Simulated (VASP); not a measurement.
```
CELL_PARAMETERS angstrom
      4.11378     0.00000     0.00000
     -2.05689     3.56263     0.00000
      0.00000     0.00000     3.99393
ATOMIC_POSITIONS crystal
  Ga 0.33333 0.66667 0.50000
  Ga 0.66667 0.33333 0.50000
  Y  0.00000 0.00000 0.00000
```

Level of theory: LDA (Ceperley-Alder, Perdew-Zunger) with spin-orbit coupling, VASP's LDA PAW potentials (set 64) (plane waves; VASP 6.6.1). Settings: 400 eV cut-off, 8×8×7 Γ-centred mesh, Gaussian smearing of 0.050 eV, potentials Ga_d Y_sv.

Problem. What does the run give for the energy per atom (σ→0), band gap (over mesh and band path) with the smallest direct gap where there is one?

Solution. 
```yaml
band gap (over mesh and band path): none (metal, semimetal or under 0.01 eV)
energy per atom (σ→0): -5.485 eV/atom
```

The absolute energy has meaning only against runs of the same code, potentials and settings.

The structure comes from a measured YGa2 entry (P6/mmm) of the Crystallography Open Database, whose conditions weren't checked. It was relaxed first, which changed the volume by -8 %.
